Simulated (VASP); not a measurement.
Crystal: NaLaMnMoO6.

```
Na La Mn Mo O
1.0
    -2.72294    2.72294    3.89889
     2.72294   -2.72294    3.89889
     2.72294    2.72294   -3.89889
Na La Mn Mo O
1 1 1 1 6
Direct
  0.25000 0.75000 0.50000
  0.75000 0.25000 0.50000
  0.50000 0.50000 0.00000
  0.00000 0.00000 0.00000
  0.20766 0.29607 0.50371
  0.29605 0.79234 0.08841
  0.79236 0.70395 0.49629
  0.70393 0.20764 0.91159
  0.25194 0.25194 0.00000
  0.74806 0.74806 0.00000
```

The cell was built by a generator and needn't be a form met in nature.

| Property | Result |
| --- | --- |
| Program | VASP 6.6.1 |
| Task | single point |
| Functional | PBE |
| Potentials or basis | VASP PAW PBE potentials, release 64 (Na_pv, La, Mn_pv, Mo_sv, O) |
| Cutoff | 520 eV |
| k mesh | 7 × 7 × 7 |
| Occupations | fermi-dirac, width 0.05 eV |
| Spin | collinear spin, ferromagnetic start |
| Starting moments | [0.0, 0.0, 4.0, 1.0, 0.0, 0.0, 0.0, 0.0, 0.0, 0.0] μB |

On this cell: pressure 0.6 GPa; largest force 0.134 eV/Å; net moment -2.00 μB per cell; site moments Na -0.00; La +0.02; Mn -2.51; Mo +0.58; O -0.01 μB; band gap on the k mesh none (metal or under the smearing width).

The same run follows on a disturbed copy (atoms moved at random, drawn with an rms of 0.05 Å):

```
Na La Mn Mo O
1.0
    -2.72294    2.72294    3.89889
     2.72294   -2.72294    3.89889
     2.72294    2.72294   -3.89889
Na La Mn Mo O
1 1 1 1 6
Direct
  0.25148 0.74773 0.50779
  0.74962 0.24567 0.49018
  0.49871 0.49220 0.99556
  0.00311 0.00647 0.00219
  0.20516 0.29613 0.50409
  0.29794 0.79162 0.08428
  0.79108 0.70147 0.49041
  0.70061 0.19687 0.90707
  0.25545 0.25601 0.00354
  0.75112 0.75583 0.01080
```

Q: What changes?

A: The energy (extrapolated to zero smearing) moves by +6.8 meV/atom; pressure 0.5 GPa; largest force 1.072 eV/Å; net moment -1.93 μB per cell; site moments Na -0.00; La +0.02; Mn -2.47; Mo +0.60; O -0.01 μB; band gap on the k mesh none (metal or under the smearing width).

Forces in eV/Å, atoms in the order of the input:
```
Na  -0.039 -0.067  0.092
La   0.113  0.068 -0.104
Mn   0.483 -0.039  0.501
Mo  -0.799  0.177 -0.693
O   -0.146  0.019  0.195
O    0.263 -0.170 -0.045
O    0.248  0.395 -0.087
O    0.286 -0.303  0.253
O   -0.035 -0.075 -0.335
O   -0.374 -0.005  0.223
```

Stress tensor (GPa, compression positive):
```
-0.17 -0.35 -0.50
-0.35  1.07  0.21
-0.50  0.21  0.62
```

Caveats: a cell with one magnetic atom can't hold antiferromagnetic order, which such compounds often take; semilocal functionals often make such compounds metallic where correlation or magnetic order opens a gap, which also shifts bond lengths.
